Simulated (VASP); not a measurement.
Input for VASP

### INCAR
```
ALGO  =  Normal
EDIFF  =  1E-7
ENCUT  =  400
GGA  =  PS
ISIF  =  2
ISMEAR  =  -5
ISPIN  =  2
LASPH  =  .TRUE.
LCHARG  =  .TRUE.
LMAXMIX  =  4
LORBIT  =  11
LREAL  =  .FALSE.
LWAVE  =  .FALSE.
MAGMOM  =  2.1
NEDOS  =  601
NELM  =  100
PREC  =  Accurate
SYSTEM  =  Fe
```

POSCAR:
```
Fe
1
   -1.3914976104     1.3914976104     1.3914976104
    1.3914976104    -1.3914976104     1.3914976104
    1.3914976104     1.3914976104    -1.3914976104
Fe
1
Direct
  0.0000000000   0.0000000000   0.0000000000
```

### KPOINTS
```
Automatic mesh
0
Gamma
20 20 20
0 0 0
```

POTCAR, in this order: Fe (PBE.64 set). Program: vasp_std.

Question: Write an equivalent input for Ansatz.

Answer: One equivalent input (not run):
Ansatz 0.2 input:
```yaml
crystal:
  lattice:
    - [-1.3914976, 1.3914976, 1.3914976]
    - [1.3914976, -1.3914976, 1.3914976]
    - [1.3914976, 1.3914976, -1.3914976]
  atoms:
    - { symbol: Fe, position: [0.0000000, 0.0000000, 0.0000000], spin: 2.1 }
kpoints:
  mp_grid: { grid: [20, 20, 20] }
hamiltonian:
  xc: pbesol
  pseudopotentials: { kind: paw }
magnetization: { spin_polarized: true }
scf:
  occupations: { method: tetrahedron }
  max_iter: 100
output: { forces: true, stress: true, eigenvalues: true }
```
Limits of the translation: each code has its own PAW files, so the cut-off isn't converted (ENCUT is set for VASP's; basis.ecutwfc is left out, and Ansatz then takes the one that its files recommend); Ansatz stops its SCF on the density residual and VASP on the energy change (EDIFF).

The compound is Fe in the bcc structure. It was relaxed first, which changed the volume by -9 %.
